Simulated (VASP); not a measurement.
Wanted: the native input for a VASP 6.6.1 run.

| Quantity | Value |
| --- | --- |
| Task | relaxation of cell and atoms |
| Functional | PBE |
| Dispersion | D3(BJ) |
| Potentials or basis | VASP PAW PBE potentials, release 64 (Ta_pv) |
| Cutoff | 520 eV |
| k mesh | 18 × 18 × 18 |
| Occupations | gaussian, width 0.1 eV |
| Spin | no spin polarisation |
| Further INCAR settings | ALGO = Normal; EDIFF = 1e-07; IBRION = 2; EDIFFG = -0.002; NSW = 80; ISIF = 3 |

The structure of Ta lies in POSCAR:

```
Ta
1.0
   -1.6512800000      1.6512800000      1.6512800000
    1.6512800000     -1.6512800000      1.6512800000
    1.6512800000      1.6512800000     -1.6512800000
Ta
1
Direct
    0.0000000000      0.0000000000      0.0000000000
```

One way to write it, as run:

INCAR

```
  PREC = Accurate
  ENCUT = 520
  EDIFF = 1E-7
  ISMEAR = 0
  SIGMA = 0.1
  LREAL = False
  LASPH = True
  NELM = 60
  ALGO = Normal
  ISIF = 3
  LWAVE = False
  LCHARG = False
  GGA = PE
  IVDW = 12
  IBRION = 2
  NSW = 80
  EDIFFG = -0.002
```

KPOINTS

```
regular mesh
0
Gamma
  18 18 18
```

Potentials or basis: VASP PAW PBE potentials, release 64 (Ta_pv).

The run is started by

```sh
$ cat potpaw_PBE.64/Ta_pv/POTCAR > POTCAR
$ mpirun -np 1 vasp_std > vasp.out
```

Results of the run:

```json
{
 "Relaxed volume": "17.74 Å³/atom",
 "Relaxed cell": "a = 2.846 Å, b = 2.846 Å, c = 2.846 Å, α = 109.47°, β = 109.47°, γ = 109.47°",
 "Space group after relaxing (to 0.05 Å)": "Im-3m (No. 229)",
 "Energy gained by relaxing": "2.7 meV/atom",
 "Ionic steps": "6",
 "Pressure after relaxing": "0.0 GPa",
 "Band gap on the k mesh": "none (metal or under the smearing width)",
 "Dispersion energy per atom": "-0.673 eV"
}
```

Caveat: pairwise dispersion overbinds metals, which lowers pressure and volume.

Wall time 100 s on 1 thread of AMD EPYC 7R13 Processor (Zen 3), with other jobs on the host, peak memory 0.15 GiB.
